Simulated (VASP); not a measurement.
Input:

```
TiO2
1.0
    4.59984     0.00000     0.00000
    0.00000     4.59984     0.00000
    0.00000     0.00000     2.95921
Ti O
2 4
Direct
  0.50324   0.50072   0.99637
  0.00005   0.00279   0.50117
  0.69721   0.69761   0.49527
  0.30031   0.29701   0.50690
  0.80549   0.19829   0.99187
  0.19370   0.80359   0.00842
```

Method: PBEsol GGA, VASP's PBE PAW potentials (set 64) (plane waves; VASP). Numerical set-up: 400 eV cut-off, 5×5×8 Γ-centred mesh, Gaussian smearing of 0.010 eV, potentials Ti_sv O.

At this cut-off the stress carries a Pulay error, which pulls relaxed volumes low. Energy and stress use the plane-wave basis of the starting cell.

The ions, cell shape and volume are relaxed. Which structure does the run end with?

```
TiO2
1.0
    4.55250    -0.00005     0.00001
   -0.00005     4.54764    -0.00002
    0.00001    -0.00005     2.92923
Ti O
2 4
Direct
  0.50002   0.50001   0.99980
  0.00005   0.00002   0.50017
  0.69563   0.69716   0.49997
  0.30436   0.30286   0.49998
  0.80434   0.19714   0.00003
  0.19561   0.80282   0.00006
```
Space group P4_2/mnm (136), at a tolerance of 0.03 Å.

How do energy and volume change from the first to the last step?

The energy (σ→0) changes by -14.6 meV/atom and the volume by -3.1 %, in 25 ionic steps.

The structure comes from a computed database's TiO2 entry; how it stands against other phases isn't given here. In the starting cell atoms are displaced from their ideal sites. This run relaxes it. The run is one of a series of settings (EDIFFG = -0.01, IBRION = 2, ISIF = 3, NSW = 50 against the base run), some of them coarse on purpose.
